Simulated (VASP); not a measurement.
Computed with TPSS meta-GGA, VASP's PBE PAW potentials (set 64) (plane waves; VASP 6.6.1).

A VASP calculation is set up with these files.

File KPOINTS:
```
Automatic mesh
0
Gamma
14 14 7
0 0 0
```

### POSCAR
```
Cd
1
    1.4711586521    -2.5481218290     0.0000000000
    1.4711586521     2.5481218290     0.0000000000
    0.0000000000     0.0000000000     5.3893559822
Cd
2
Direct
  0.3333330000   0.6666670000   0.2500000000
  0.6666670000   0.3333330000   0.7500000000
```

INCAR:
```
ALGO  =  Normal
EDIFF  =  1E-7
EDIFFG  =  -0.01
ENCUT  =  520
IBRION  =  2
ISIF  =  4
ISMEAR  =  1
LASPH  =  T
LCHARG  =  F
LMAXMIX  =  4
LMIXTAU  =  T
LREAL  =  F
LWAVE  =  F
METAGGA  =  TPSS
NELM  =  100
NSW  =  30
PREC  =  Accurate
SIGMA  =  0.1
SYSTEM  =  Cd
```

POTCAR, in this order: Cd (PBE.64 set). Program: vasp_std.

Predict the energy per atom (σ→0), band gap (on the k-mesh).

The energy per atom (σ→0) comes out as -9.019 eV/atom and the band gap (on the k-mesh) comes out as none (metal, semimetal or under 0.01 eV).

File OSZICAR:
```
...
DAV:   2    -0.180386671520E+02    0.29330E-03   -0.16468E-04  3208   0.192E-01    0.580E-02
DAV:   3    -0.180385570322E+02    0.11012E-03   -0.24118E-04  3336   0.156E-01    0.169E-02
DAV:   4    -0.180385679739E+02   -0.10942E-04   -0.21241E-05  3240   0.613E-02    0.140E-02
DAV:   5    -0.180385274219E+02    0.40552E-04   -0.15720E-05  3144   0.506E-02    0.695E-03
DAV:   6    -0.180385657297E+02   -0.38308E-04   -0.17829E-05  3096   0.554E-02    0.326E-03
DAV:   7    -0.180385689634E+02   -0.32336E-05   -0.86795E-07  3184   0.137E-02    0.230E-03
DAV:   8    -0.180385689418E+02    0.21597E-07   -0.88530E-09  1728   0.103E-03
   8 F= -.18038569E+02 E0= -.18038553E+02  d E =-.166372E-01
```

The compound is Cd in the hcp structure. This cell is one point of a volume scan, at 0.94 of the reference volume. Symmetry was kept, so distortions that lower it aren't found.
